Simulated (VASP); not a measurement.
# LuB3H12 (Lu(BH4)3) in VASP: further runs

The runs below take LuB3H12 (Lu(BH4)3) through single point, with PBE.

All numbers are computed with VASP 6.6.1; they aren't measurements. Logs are shortened: lines on timing, memory, paths and dates and some standing lists are left out, and cuts for length are marked.

## 1. The cell of the first run

The cell holds a molecule in a box, 16 atoms: a = 14.590 Å, b = 15.240 Å, c = 11.010 Å, α = 90.00°, β = 90.00°, γ = 90.00°.

## 2. Single point, PBE (plane waves, scalar)

Contents of INCAR:

```
SYSTEM = LuB3H12
PREC = Accurate
ENCUT = 520
EDIFF = 1E-7
ISMEAR = 0
SIGMA = 0.01
LREAL = Auto
LASPH = .True.
NELM = 100
ALGO = Fast
ISIF = 2
LWAVE = .False.
LCHARG = .False.
GGA = PE
NBANDS = 37
```

Contents of KPOINTS:

```
Automatic mesh
0
Gamma
  1 1 1
  0 0 0
```

Contents of POSCAR:

```
LuB3H12
1.0
   14.5900000000      0.0000000000      0.0000000000
    0.0000000000     15.2400000000      0.0000000000
    0.0000000000      0.0000000000     11.0100000000
Lu B H
1 3 12
Direct
    0.4446819700      0.4992578700      0.5000681200
    0.6088149400      0.5004783500      0.5000681200
    0.3615119900      0.6347290000      0.5000681200
    0.3637196700      0.3625669300      0.5000681200
    0.6917587400      0.4975269000      0.5000681200
    0.5737258400      0.4622060400      0.5914159900
    0.5737258400      0.4622060400      0.4087193500
    0.5767676500      0.5768707300      0.5000681200
    0.3227100800      0.7049724400      0.5000681200
    0.4136778600      0.6247729700      0.5914159900
    0.4136778600      0.6247729700      0.4087193500
    0.3084304300      0.5699619400      0.5000681200
    0.3195771100      0.2952755900      0.5000681200
    0.3466422200      0.4107952800      0.5914159900
    0.3466422200      0.4107952800      0.4087193500
    0.4488485300      0.3509416000      0.5000681200
```

Potentials or basis: VASP PAW PBE potentials, release 64 (Lu, B, H).

Launch:

```
> cat potpaw_PBE.64/Lu/POTCAR potpaw_PBE.64/B/POTCAR potpaw_PBE.64/H/POTCAR > POTCAR
> mpirun -np 1 vasp_gam > vasp.out
```

OUTCAR:

```text
SYSTEM = LuB3H12
   PREC = Accurate
   ENCUT = 520
   EDIFF = 1E-7
   ISMEAR = 0
   LREAL = Auto
   LASPH = .True.
   NELM = 100
   ISIF = 2
   GGA = PE

 ion  position               nearest neighbor table
   1  0.445  0.499  0.500-   6 2.21  14 2.21  10 2.21   7 2.21  15 2.21  11 2.21  16 2.26  12 2.26
                             8 2.26   4 2.39   2 2.39   3 2.39
   2  0.609  0.500  0.500-   5 1.21   8 1.25   6 1.27   7 1.27   1 2.39
   3  0.362  0.635  0.500-   9 1.21  12 1.25  10 1.27  11 1.27   1 2.39
   4  0.364  0.363  0.500-  13 1.21  16 1.25  14 1.27  15 1.27   1 2.39
   5  0.692  0.498  0.500-   2 1.21
   6  0.574  0.462  0.591-   2 1.27   1 2.21
   7  0.574  0.462  0.409-   2 1.27   1 2.21
   8  0.577  0.577  0.500-   2 1.25   1 2.26
   9  0.323  0.705  0.500-   3 1.21
  10  0.414  0.625  0.591-   3 1.27   1 2.21
  11  0.414  0.625  0.409-   3 1.27   1 2.21
  12  0.308  0.570  0.500-   3 1.25   1 2.26
  13  0.320  0.295  0.500-   4 1.21
  14  0.347  0.411  0.591-   4 1.27   1 2.21
  15  0.347  0.411  0.409-   4 1.27   1 2.21
  16  0.449  0.351  0.500-   4 1.25   1 2.26

  LATTYP: Found a simple orthorhombic cell.
 ALAT       =    11.0100000000
 B/A-ratio  =     1.3251589464
 C/A-ratio  =     1.3841961853

  Lattice vectors:

 A1 = (   0.0000000000,   0.0000000000,  11.0100000000)
 A2 = (  14.5900000000,   0.0000000000,   0.0000000000)
 A3 = (   0.0000000000,  15.2400000000,   0.0000000000)

Analysis of symmetry for initial positions (statically):
=====================================================================
 Subroutine PRICEL returns:
 Original cell was already a primitive cell.

 Routine SETGRP: Setting up the symmetry group for a
 simple orthorhombic supercell.

 Subroutine GETGRP returns: Found  2 space group operations
 (whereof  1 operations were pure point group operations)
 out of a pool of  8 trial point group operations.

The static configuration has the point symmetry C_1 .
 The point group associated with its full space group is C_1h.

Analysis of symmetry for dynamics (positions and initial velocities):
=====================================================================
 Subroutine PRICEL returns:
 Original cell was already a primitive cell.

 Routine SETGRP: Setting up the symmetry group for a
 simple orthorhombic supercell.

 Subroutine GETGRP returns: Found  2 space group operations
 (whereof  1 operations were pure point group operations)
 out of a pool of  8 trial point group operations.

The dynamic configuration has the point symmetry C_1 .
 The point group associated with its full space group is C_1h.

 Subroutine INISYM returns: Found  2 space group operations
 (whereof  1 operations are pure point group operations),
 and found     1 'primitive' translations

----------------------------------------------------------------------------------------

                                     Primitive cell

  volume of cell :    2448.0911

  direct lattice vectors                    reciprocal lattice vectors
    14.590000000  0.000000000  0.000000000     0.068540096  0.000000000  0.000000000
     0.000000000 15.240000000  0.000000000     0.000000000  0.065616798  0.000000000
     0.000000000  0.000000000 11.010000000     0.000000000  0.000000000  0.090826521

  length of vectors
    14.590000000 15.240000000 11.010000000     0.068540096  0.065616798  0.090826521

  position of ions in fractional coordinates (direct lattice)
     0.444681970  0.499257870  0.500068120
     0.608814940  0.500478350  0.500068120
     0.361511990  0.634729000  0.500068120
     0.363719670  0.362566930  0.500068120
     0.691758740  0.497526900  0.500068120
     0.573725840  0.462206040  0.591415990
     0.573725840  0.462206040  0.408719350
     0.576767650  0.576870730  0.500068120
     0.322710080  0.704972440  0.500068120
     0.413677860  0.624772970  0.591415990
     0.413677860  0.624772970  0.408719350
     0.308430430  0.569961940  0.500068120
     0.319577110  0.295275590  0.500068120
     0.346642220  0.410795280  0.591415990
     0.346642220  0.410795280  0.408719350
     0.448848530  0.350941600  0.500068120

  ion indices of the primitive-cell ions
   primitive index   ion index
                 1           1
                 2           2
                 3           3
                 4           4
                 5           5
                 6           6
                 7           7
                 8           8
                 9           9
                10          10
                11          11
                12          12
                13          13
                14          14
                15          15
                16          16

----------------------------------------------------------------------------------------

 KPOINTS: Automatic mesh

Automatic generation of k-mesh.
 Grid dimensions read from file:
 generate k-points for:    1    1    1

 Generating k-lattice:

  Cartesian coordinates                     Fractional coordinates (reciprocal lattice)
     0.068540096  0.000000000  0.000000000     1.000000000  0.000000000  0.000000000
     0.000000000  0.065616798  0.000000000     0.000000000  1.000000000  0.000000000
     0.000000000  0.000000000  0.090826521     0.000000000  0.000000000  1.000000000

  Length of vectors
     0.068540096  0.065616798  0.090826521

  Shift w.r.t. Gamma in fractional coordinates (k-lattice)
     0.000000000  0.000000000  0.000000000

 Subroutine IBZKPT returns following result:
 ===========================================

 Found      1 irreducible k-points:

 Following reciprocal coordinates:
            Coordinates               Weight
  0.000000  0.000000  0.000000      1.000000
   k-points           NKPTS =      1   k-points in BZ     NKDIM =      1   number of bands    NBANDS=     37
   number of dos      NEDOS =    301   number of ions     NIONS =     16
   total plane-waves  NPLWV = ******
   dimension x,y,z NGX =   112 NGY =  120 NGZ =   84
   dimension x,y,z NGXF=   224 NGYF=  240 NGZF=  168
   ions per type =               1   3  12
   NGX,Y,Z   is equivalent  to a cutoff of  12.76, 13.09, 12.68 a.u.
   NGXF,Y,Z  is equivalent  to a cutoff of  25.52, 26.18, 25.37 a.u.
 SYSTEM =  LuB3H12
   PREC   = accura    normal or accurate (medium, high low for compatibility)
   ISTART =      0    job   : 0-new  1-cont  2-samecut
   ICHARG =      2    charge: 1-file 2-atom 10-const
   ISPIN  =      1    spin polarized calculation?
   LNONCOLLINEAR =      F non collinear calculations
   LSORBIT =      F    spin-orbit coupling
   LASPH  =      T    aspherical Exc in radial PAW
   ENCUT  =  520.0 eV  38.22 Ry    6.18 a.u.  27.13 28.34 20.47*2*pi/ulx,y,z
   NELM   =    100;   NELMIN=  2; NELMDL= -5     # of ELM steps
   EDIFF  = 0.1E-06   stopping-criterion for ELM
   LREAL  =      T    real-space projection
   EDIFFG = 0.1E-05   stopping-criterion for IOM
   NSW    =      0    number of steps for IOM
   IBRION =     -1    ionic relax: 0-MD 1-quasi-New 2-CG
   NFREE  =      0    steps in history (QN), initial steepest desc. (CG)
   ISIF   =      2    stress and relaxation
   ISYM   =      2    0-nonsym 1-usesym 2-fastsym
   POTIM  = 0.5000    time-step for ionic-motion
   TEBEG  =    0.0;   TEEND  =   0.0 temperature during run
   PSTRESS=    0.0 pullay stress
   NELECT =      46.0000    total number of electrons
   NUPDOWN=      -1.0000    fix difference up-down
   EMIN   =  10.00;   EMAX   =-10.00  energy-range for DOS
   EFERMI =   0.00;   METHOD = LEGACY
   ISMEAR =     0;   SIGMA  =   0.01  broadening in eV -4-tet -1-fermi 0-gaus
   EFERMI_NEDOS =   21; number of points for ismear=-14 and -15
   IALGO  =     68    algorithm
   IMIX   =      4    mixing-type and parameters
     AMIX     =   0.40;   BMIX     =  1.00
     AMIX_MAG =   1.60;   BMIX_MAG =  1.00
  volume/ion in A,a.u.               =     153.01      1032.53
  Fermi-wavevector in a.u.,A,eV,Ry     =   0.435229  0.822464  2.577279  0.189425
  Thomas-Fermi vector in A             =   1.406737
   LORBIT       =      0    0 simple, 1 ext, 2 COOP (PROOUT), +10 PAW based schemes
   GGA     = PE    functional components
   LHFCALC =     F    Hartree Fock is set to
   AEXX    =    0.0000 exact exchange contribution
   IVDW    =     0    specifies the selected vdW correction
   LEPSILON=     F    determine dielectric tensor
   LRPA    =     F    only Hartree local field effects (RPA)
 non-spin polarized calculation
 RMM-DIIS sequential band-by-band and
 Gauss-broadening in eV      SIGMA  =   0.01
  energy-cutoff  :      520.00
  volume of cell :     2448.09
 maximum number of plane-waves:     32934
 NGX is ok and might be reduce to   112
   NGX = 55   NGY = 57   NGZ = 41

 number of electron      46.0000000 magnetization

 Free energy of the ion-electron system (eV)
  ---------------------------------------------------
  ext. energy  EPLUGINS =         0.00000000
  ---------------------------------------------------
  free energy    TOTEN  =       -68.41110500 eV

  energy without entropy =      -68.41110500  energy(sigma->0) =      -68.41110500

 E-fermi :  -7.6877     XC(G=0):  -0.8878

 val. band max:       -7.8293637633   @ k =   0.0000   0.0000   0.0000
 cond. band min:      -3.2596280936   @ k =   0.0000   0.0000   0.0000
 fundamental gap:      4.5697356697
 Fermi energy:        -7.6877260795

 k-point     1 :       0.0000    0.0000    0.0000
  band No.  band energies     occupation
      1     -61.5822      2.00000
      2     -32.4927      2.00000
      3     -32.1993      2.00000
      4     -32.1991      2.00000
      5     -14.0546      2.00000
      6     -13.2783      2.00000
      7     -13.2760      2.00000
      8     -10.3207      2.00000
      9     -10.2618      2.00000
     10     -10.2617      2.00000
     11     -10.2471      2.00000
     12     -10.2470      2.00000
     13     -10.2036      2.00000
     14     -10.1221      2.00000
     15      -8.8857      2.00000
     16      -8.8836      2.00000
     17      -8.7061      2.00000
     18      -8.7042      2.00000
     19      -8.6212      2.00000
     20      -8.5141      2.00000
     21      -8.1278      2.00000
     22      -8.1247      2.00000
     23      -7.8294      2.00000
     24      -3.2596      0.00000
     25      -1.3766      0.00000
     26      -1.3760      0.00000
     27      -0.7751      0.00000
     28      -0.7746      0.00000
     29      -0.2561      0.00000
     30      -0.1587      0.00000
     31       0.3287      0.00000
     32       0.3621      0.00000
     33       0.5945      0.00000
     34       0.6803      0.00000
     35       0.7390      0.00000
 [bands above 35 left out]

------------------------ aborting loop because EDIFF is reached ----------------------------------------

  FORCE on cell =-STRESS in cart. coord.  units (eV):
  Direction    XX          YY          ZZ          XY          YZ          ZX
  --------------------------------------------------------------------------------------
  -------------------------------------------------------------------------------------
  Total       -2.6900482     -2.6942487     -1.0332766      0.0003839      0.0000000      0.0000000
  in kB       -1.7605285     -1.7632776     -0.6762380      0.0002512      0.0000000      0.0000000
  external PRESSURE =      -1.4000147 kB  Pullay stress =       0.0000000 kB

 VOLUME and BASIS-vectors are now :
 -----------------------------------------------------------------------------
  energy-cutoff  :      520.00
  volume of cell :     2448.09
      direct lattice vectors                 reciprocal lattice vectors
    14.590000000  0.000000000  0.000000000     0.068540096  0.000000000  0.000000000
     0.000000000 15.240000000  0.000000000     0.000000000  0.065616798  0.000000000
     0.000000000  0.000000000 11.010000000     0.000000000  0.000000000  0.090826521

 POSITION                                       TOTAL-FORCE (eV/Angst)
 -----------------------------------------------------------------------------------
      6.48791      7.60869      5.50575        -0.004078      0.000967      0.000000
      8.88261      7.62729      5.50575        -0.079294      0.020526      0.000000
      5.27446      9.67327      5.50575         0.021525     -0.079246      0.000000
      5.30667      5.52552      5.50575         0.056011      0.058055      0.000000
     10.09276      7.58231      5.50575        -0.362963      0.005519      0.000000
      8.37066      7.04402      6.51149         0.017418      0.079605     -0.142494
      8.37066      7.04402      4.50000         0.017418      0.079605      0.142494
      8.41504      8.79151      5.50575         0.036445     -0.174732      0.000000
      4.70834     10.74378      5.50575         0.177165     -0.317876      0.000000
      6.03556      9.52154      6.51149        -0.076681     -0.025532     -0.141965
      6.03556      9.52154      4.50000        -0.076681     -0.025532      0.141965
      4.50000      8.68622      5.50575         0.133674      0.118375      0.000000
      4.66263      4.50000      5.50575         0.186782      0.312264      0.000000
      5.05751      6.26052      6.51149         0.060738     -0.054016     -0.142257
      5.05751      6.26052      4.50000         0.060738     -0.054016      0.142257
      6.54870      5.34835      5.50575        -0.168215      0.056035      0.000000
 -----------------------------------------------------------------------------------
    total drift:                               -0.001032      0.000454      0.001885

  FREE ENERGIE OF THE ION-ELECTRON SYSTEM (eV)
  ---------------------------------------------------
  free  energy   TOTEN  =       -68.4111049955 eV

  energy  without entropy=      -68.4111049955  energy(sigma->0) =      -68.41110500
```

Wall time 4.2 min (1 thread of Intel Xeon 6975P-C (Granite Rapids), shared host); peak memory 1.8 GiB.

What came out:

| Property | Result |
| --- | --- |
| Free energy | -68.4111 eV |
| Largest force | 0.364 eV/Å |
| Gap between the frontier levels | 4.57 eV |

Forces in eV/Å, atoms in the order of the input:
```
Lu  -0.004  0.001  0.000
B   -0.079  0.021  0.000
B    0.022 -0.079  0.000
B    0.056  0.058  0.000
H   -0.363  0.006  0.000
H    0.017  0.080 -0.142
H    0.017  0.080  0.142
H    0.036 -0.175  0.000
H    0.177 -0.318  0.000
H   -0.077 -0.026 -0.142
H   -0.077 -0.026  0.142
H    0.134  0.118  0.000
H    0.187  0.312  0.000
H    0.061 -0.054 -0.142
H    0.061 -0.054  0.142
H   -0.168  0.056  0.000
```

Caveat: spin-orbit coupling is left out, which moves the levels of the heavy elements.

## 3. Single point, PBE, non-collinear spin, zero start, spin-orbit coupling (plane waves, soc)

Contents of INCAR:

```
SYSTEM = LuB3H12
ALGO     = Fast           ! electronic algorithm
EDIFF    = 1E-7           ! SCF threshold, eV
ENCUT    = 520            ! plane-wave cutoff, eV
GGA      = PE             ! functional
GGA_COMPAT= .FALSE.      
ISIF     = 2              ! what is computed and relaxed
ISMEAR   = 0              ! smearing method
LASPH    = .TRUE.         ! aspherical terms in the spheres
LCHARG   = .FALSE.        ! write CHGCAR
LORBIT   = 11             ! projections on sites
LORBMOM  = .TRUE.       
LREAL    = Auto         
LSORBIT  = .TRUE.         ! spin-orbit coupling
LWAVE    = .FALSE.        ! write WAVECAR
MAGMOM   = 0 0 0 0 0 0 0 0 0 0 0 0 0 0 0 0 0 0 0 0 0 0 0 0 0 0 0 0 0 0 0 0 0 0 0 0 0 0 0 0 0 0 0 0 0 0 0 0 ! initial moments
NBANDS   = 72             ! bands
NELM     = 150            ! most SCF steps
PREC     = Accurate       ! precision mode
SIGMA    = 0.01           ! smearing width, eV
```

Contents of KPOINTS:

```
k-points
0
G
  1 1 1
  0 0 0
```

POSCAR is that of step 2.

Potentials or basis: VASP PAW PBE potentials, release 64 (Lu, B, H).

Launch:

```
> cat potpaw_PBE.64/Lu/POTCAR potpaw_PBE.64/B/POTCAR potpaw_PBE.64/H/POTCAR > POTCAR
> mpirun -np 1 vasp_ncl > vasp.out
```

Run time: 28 min. Hardware: 1 thread of Intel Xeon 6975P-C (Granite Rapids), shared host; peak memory 5.9 GiB.

Results (log left out):

```yaml
Free_energy: -69.1042 eV
Largest_force: 0.363 eV/Å
Net_moment: 0.00 μB per cell
Valence_electrons_inside_the_program's_atomic_spheres: Lu 23.16; B 2.05; H 0.61
```

Forces in eV/Å, atoms in the order of the input:
```
Lu  -0.004  0.001  0.000
B   -0.085  0.021  0.000
B    0.024 -0.084  0.000
B    0.059  0.063  0.000
H   -0.362  0.005  0.000
H    0.017  0.079 -0.142
H    0.017  0.079  0.142
H    0.036 -0.174  0.000
H    0.177 -0.317  0.000
H   -0.076 -0.026 -0.142
H   -0.076 -0.026  0.142
H    0.133  0.118  0.000
H    0.186  0.311  0.000
H    0.061 -0.053 -0.142
H    0.061 -0.053  0.142
H   -0.167  0.056  0.000
```

Moments on the atoms (μB; x, y, z):
```
Lu  0.00 0.00 0.00
B   0.00 0.00 0.00
B   0.00 0.00 0.00
B   0.00 0.00 0.00
H   0.00 0.00 0.00
H   0.00 0.00 0.00
H   0.00 0.00 0.00
H   0.00 0.00 0.00
H   0.00 0.00 0.00
H   0.00 0.00 0.00
H   0.00 0.00 0.00
H   0.00 0.00 0.00
H   0.00 0.00 0.00
H   0.00 0.00 0.00
H   0.00 0.00 0.00
H   0.00 0.00 0.00
```
